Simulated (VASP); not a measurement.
VASP input:

**KPOINTS**
```
Automatic mesh
0
Gamma
14 14 8
0 0 0
```

POSCAR:
```
Ti
1
    1.4673342512    -2.5414975327     0.0000000000
    1.4673342512     2.5414975327     0.0000000000
    0.0000000000     0.0000000000     4.6312079152
Ti
2
Direct
  0.3333330000   0.6666670000   0.2500000000
  0.6666670000   0.3333330000   0.7500000000
```

INCAR:
```
! general
SYSTEM =Ti
PREC   =Accurate
ENCUT  =480
LREAL  =.False.   ! projection in real space or not
LASPH  =.True.   ! aspherical one-centre terms

! electronic loop
EDIFF  =1E-7   ! SCF stop (eV)
NELM   =100
ALGO   =Normal
LMAXMIX=4   ! l cut-off of mixed one-centre charges
LMIXTAU=.True.

! smearing
ISMEAR =1
SIGMA  =0.1   ! width (eV)

! functional
METAGGA=R2SCAN

! ions
IBRION =2   ! conjugate gradients
NSW    =40
ISIF   =3   ! ions, shape and volume
EDIFFG =-0.01
PSTRESS=100

! output
LWAVE  =.False.
LCHARG =.False.
```

POTCAR, in this order: Ti_sv (PBE.64 set). Program: vasp_std.

Translate this r2SCAN calculation to Ansatz.

One equivalent input (not run):
Ansatz 0.2 input:
```yaml
crystal:
  lattice:
    - [1.4673343, -2.5414975, 0.0000000]
    - [1.4673343, 2.5414975, 0.0000000]
    - [0.0000000, 0.0000000, 4.6312079]
  atoms:
    - { symbol: Ti, position: [0.3333330, 0.6666670, 0.2500000] }
    - { symbol: Ti, position: [0.6666670, 0.3333330, 0.7500000] }
kpoints:
  mp_grid: { grid: [14, 14, 8] }
hamiltonian:
  xc: r2scan
  pseudopotentials: { kind: paw }
scf:
  occupations: { method: methfessel_paxton, width: 0.1 }
  max_iter: 100
relax:
  max_steps: 40
  f_tol: 0.01
  cell: { p_target: 10 }
output: { forces: true, stress: true, eigenvalues: true }
```
What does not carry over: each code has its own PAW files, so the cut-off isn't converted (ENCUT is set for VASP's; basis.ecutwfc is left out, and Ansatz then takes the one that its files recommend); Ansatz stops its SCF on the density residual and VASP on the energy change (EDIFF).

The compound is Ti in the hcp structure. This run relaxes it under an external pressure of 10 GPa. Symmetry was kept, so distortions that lower it aren't found.
